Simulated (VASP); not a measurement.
OSZICAR of a VASP run on NaCl:

**OSZICAR**
```
       N       E                     dE             d eps       ncg     rms          rms(c)
DAV:   1    -0.410072356117E+02   -0.41007E+02   -0.10165E-04   930   0.406E-02    0.142E-02
DAV:   2    -0.410072318692E+02    0.37424E-05   -0.27791E-05   926   0.218E-02    0.764E-03
DAV:   3    -0.410072301509E+02    0.17183E-05   -0.34558E-06   828   0.707E-03    0.584E-03
DAV:   4    -0.410072292780E+02    0.87295E-06   -0.28102E-06   814   0.722E-03
   1 F= -.41007229E+02 E0= -.41007229E+02  d E =-.756985E-11
```

Task: Which electronic solver shows in the log?

Result: It is blocked Davidson (ALGO = Normal, or the opening steps of other solvers). The INCAR had ALGO = Normal.

Task: Can the final energy be trusted as converged?

Result: The calculation finished and met its thresholds. It stopped with EDIFF = 1E-6, NELM = 100 (PBEsol GGA, plane waves, VASP's PBE PAW potentials (set 64)).

The cell is a thin slab with vacuum, built from NaCl (rock salt): (110) face.
